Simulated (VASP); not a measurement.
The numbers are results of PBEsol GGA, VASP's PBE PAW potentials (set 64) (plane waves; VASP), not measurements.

The input files of a VASP run:

File KPOINTS:
```
Automatic
0
gamma
11 11 7
0 0 0
```

**POSCAR**
```
RuS
3.4415420
  1.0000000912   0.0000000000   0.0000000000
 -0.5000000456   0.8660255590   0.0000000000
  0.0000000000   0.0000000000   1.5778017120
Ru S
2 2
Cartesian
  0.0000000000   0.0000000000   0.0000000000
  0.0000000000   0.0000000000   0.7889008560
 -0.0000005000   0.5773506613   0.3944504280
  0.5000005456   0.2886748977   1.1833512840
```

INCAR:
```
! general
SYSTEM   =  RuS
PREC     =  Accurate
ENCUT    =  400
LREAL    =  F
LASPH    =  T

! electronic loop
EDIFF    =  1E-7
NELM     =  100
ALGO     =  Normal
LMAXMIX  =  4

! smearing
ISMEAR   =  -5

! functional
GGA      =  PS

! ions
ISIF     =  2

! output
LWAVE    =  F
LCHARG   =  T
LORBIT   =  11
NEDOS    =  601

! other
LEFG     =  T
```

POTCAR, in this order: Ru_pv S (PBE.64 set). Program: vasp_std.

Output of the run:

OUTCAR:
```
 ion  position               nearest neighbor table
   1  0.000  0.000  0.000-   3 2.41   4 2.41   4 2.41   3 2.41   4 2.41   3 2.41   2 2.72   2 2.72
  LATTYP: Found a hexagonal cell.
 ALAT       =     3.4415423138
 C/A-ratio  =     1.5778015681
 Subroutine PRICEL returns:
 Original cell was already a primitive cell.
 Subroutine GETGRP returns: Found 24 space group operations
The static configuration has the point symmetry D_3d.
 The point group associated with its full space group is D_6h.
The dynamic configuration has the point symmetry D_3d.
 Subroutine INISYM returns: Found 24 space group operations
 Subroutine IBZKPT returns following result:
 Found     64 irreducible k-points:

 Following reciprocal coordinates:
            Coordinates               Weight
  0.000000  0.000000  0.000000      1.000000
  0.090909 -0.000000  0.000000      6.000000
  0.181818  0.000000  0.000000      6.000000
  0.272727  0.000000  0.000000      6.000000
  0.363636  0.000000  0.000000      6.000000
  0.454545 -0.000000  0.000000      6.000000
  0.090909  0.090909  0.000000      6.000000
  0.181818  0.090909  0.000000     12.000000
...
```

### OSZICAR
```
       N       E                     dE             d eps       ncg     rms          rms(c)
DAV:   1     0.327913960204E+03    0.32791E+03   -0.20226E+04  3272   0.138E+03
DAV:   2    -0.178636138924E+02   -0.34578E+03   -0.34215E+03  3688   0.417E+02
DAV:   3    -0.304066774931E+02   -0.12543E+02   -0.12449E+02  3672   0.796E+01
DAV:   4    -0.305870756863E+02   -0.18040E+00   -0.17972E+00  3568   0.959E+00
DAV:   5    -0.305912215861E+02   -0.41459E-02   -0.41421E-02  3832   0.134E+00    0.265E+01
DAV:   6    -0.299244150123E+02    0.66681E+00   -0.50860E+00  3600   0.178E+01    0.115E+01
DAV:   7    -0.298408798514E+02    0.83535E-01   -0.95403E-01  3480   0.790E+00    0.693E+00
DAV:   8    -0.297968286908E+02    0.44051E-01   -0.16282E-01  3664   0.344E+00    0.658E-01
DAV:   9    -0.297971116800E+02   -0.28299E-03   -0.11186E-02  3576   0.613E-01    0.284E-01
DAV:  10    -0.297969517513E+02    0.15993E-03   -0.13974E-03  3448   0.315E-01    0.562E-02
DAV:  11    -0.297969848171E+02   -0.33066E-04   -0.12927E-04  3568   0.988E-02    0.354E-02
DAV:  12    -0.297969242012E+02    0.60616E-04   -0.15733E-05  3624   0.221E-02    0.941E-03
DAV:  13    -0.297969065343E+02    0.17667E-04   -0.25071E-06  3696   0.107E-02    0.183E-03
DAV:  14    -0.297969055087E+02    0.10256E-05   -0.45773E-08  1744   0.152E-03    0.714E-04
DAV:  15    -0.297969050280E+02    0.48069E-06   -0.11104E-08  1632   0.827E-04    0.160E-04
DAV:  16    -0.297969054398E+02   -0.41184E-06   -0.29125E-09  1600   0.447E-04    0.139E-04
DAV:  17    -0.297969054338E+02    0.60181E-08   -0.79858E-10  1560   0.199E-04
   1 F= -.29796905E+02 E0= -.29796905E+02  d E =0.000000E+00
```

File OUTCAR:
```
------------------------ aborting loop because EDIFF is reached ----------------------------------------
  FORCE on cell =-STRESS in cart. coord.  units (eV):
  Direction    XX          YY          ZZ          XY          YZ          ZX
  --------------------------------------------------------------------------------------
  Total        0.0411335      0.0411335      0.0203202      0.0000000      0.0000000     -0.0000000
  in kB        1.1832154      1.1832157      0.5845159      0.0000000      0.0000000     -0.0000000
  external PRESSURE =       0.9836490 kB  Pullay stress =       0.0000000 kB
  volume of cell :       55.70
      direct lattice vectors                 reciprocal lattice vectors
     3.441542314  0.000000000  0.000000000     0.290567399  0.167759151  0.000000000
    -1.720771157  2.980463334  0.000000000     0.000000000  0.335518303  0.000000000
     0.000000000  0.000000000  5.430070859     0.000000000  0.000000000  0.184159659
 POSITION                                       TOTAL-FORCE (eV/Angst)
 -----------------------------------------------------------------------------------
      0.00000      0.00000      0.00000         0.000000     -0.000000     -0.000000
      0.00000      0.00000      2.71504         0.000000     -0.000000     -0.000000
     -0.00000      1.98698      1.35752         0.000000      0.000000      0.000000
      1.72077      0.99349      4.07255        -0.000000     -0.000000     -0.000000
 -----------------------------------------------------------------------------------
    total drift:                                0.000000     -0.000000      0.000000
  FREE ENERGIE OF THE ION-ELECTRON SYSTEM (eV)
  ---------------------------------------------------
  free  energy   TOTEN  =       -29.7969054338 eV

  energy  without entropy=      -29.7969054338  energy(sigma->0) =      -29.79690543

 total charge

# of ion       s       p       d       tot
------------------------------------------
    1        0.297   6.247   6.212  12.756
    2        0.297   6.247   6.212  12.756
    3        1.300   2.328   0.000   3.628
    4        1.300   2.328   0.000   3.628
--------------------------------------------------
tot          3.194  17.150  12.424  32.768

 Electric field gradients after diagonalization (V/A^2)
 (convention: |V_zz| > |V_xx| > |V_yy|)
----------------------------------------------------------------------
 ion       V_xx      V_yy      V_zz     asymmetry (V_yy - V_xx)/ V_zz
----------------------------------------------------------------------
   1      -1.878    -1.874     3.752       0.001
   2      -1.878    -1.874     3.752       0.001
   3      -1.587    -1.585     3.173       0.001
   4      -1.587    -1.585     3.173       0.001
```
(Selected blocks of OUTCAR.)

File OUTCAR:
```
 val. band max:       11.3196009973   @ k =   0.3636   0.0000   0.2857

 cond. band min:      11.1748736713   @ k =   0.4545  -0.0000   0.2857


 Fermi energy:        11.2411712267

 k-point     1 :       0.0000    0.0000    0.0000
  band No.  band energies     occupation
      1     -31.9541      2.00000
      2     -31.4054      2.00000
      3     -31.4027      2.00000
      4     -31.4027      2.00000
      5     -31.3418      2.00000
      6     -31.3417      2.00000
      7      -5.1108      2.00000
      8      -2.8186      2.00000
      9       2.7434      2.00000
     10       4.5691      2.00000
     11       4.5691      2.00000
     12       6.3930      2.00000
     13       8.0491      2.00000
     14       8.0491      2.00000
     15       8.4805      2.00000
     16       8.4805      2.00000
     17       8.8052      2.00000
     18       8.8052      2.00000
     19       9.1572      2.00000
     20      10.7476      2.00000
     21      10.7476      2.00000
     22      13.3464      0.00000
     23      14.4159      0.00000
     24      15.2642      0.00000

 k-point     2 :       0.0909   -0.0000    0.0000
  band No.  band energies     occupation
      1     -31.9530      2.00000
      2     -31.4098      2.00000
      3     -31.4052      2.00000
      4     -31.4045      2.00000
      5     -31.3475      2.00000
      6     -31.3435      2.00000
      7      -5.0006      2.00000
      8      -2.8584      2.00000
      9       2.8913      2.00000
     10       4.5976      2.00000
     11       4.6182      2.00000
     12       6.3173      2.00000
     13       7.4245      2.00000
     14       7.6095      2.00000
     15       7.6662      2.00000
     16       8.5843      2.00000
     17       9.1015      2.00000
     18       9.3277      2.00000
     19       9.9128      2.00000
     20      10.7324      2.00000
     21      10.8971      1.91123
     22      13.2922      0.00000
     23      14.2784      0.00000
     24      14.9240      0.00000
...
```

For a metal the tetrahedron method with Blöchl corrections gives inexact stress and forces.

The structure was generated: RuS was put into the NiAs type type (P6_3/mmc), which need not be its known phase. It was relaxed first, which changed the volume by -28 %.
